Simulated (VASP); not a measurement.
Input:

```xyz
2
Lattice="1.3650 -2.3642 0.0000 1.3650 2.3642 0.0000 0.0000 0.0000 4.3200" Properties=species:S:1:pos:R:3 pbc="T T T"
Os     1.3650     0.7881     1.0800
Os     1.3650    -0.7881     3.2400
```

Calculation: PBE GGA, VASP's PBE PAW potentials (set 64) (plane waves; VASP). Run with 480 eV cut-off, 14×14×8 Γ-centred mesh, first-order Methfessel-Paxton smearing of 0.10 eV, potentials Os.

Energy and stress use the plane-wave basis of the starting cell.

The ions, cell shape and volume are relaxed. Predict the relaxed structure.

```xyz
2
Lattice="1.3777 -2.3863 0.0000 1.3777 2.3863 0.0000 0.0000 0.0000 4.3416" Properties=species:S:1:pos:R:3 pbc="T T T"
Os     1.3777     0.7954     1.0854
Os     1.3777    -0.7954     3.2562
```
Space group P6_3/mmc (194), at a tolerance of 0.03 Å.

How do energy and volume change from the first to the last step?

The energy (σ→0) changes by -10.3 meV/atom and the volume by +2.4 %, in 6 ionic steps.

The compound is Os in the hcp structure. This run relaxes it. Symmetry was kept, so distortions that lower it aren't found.
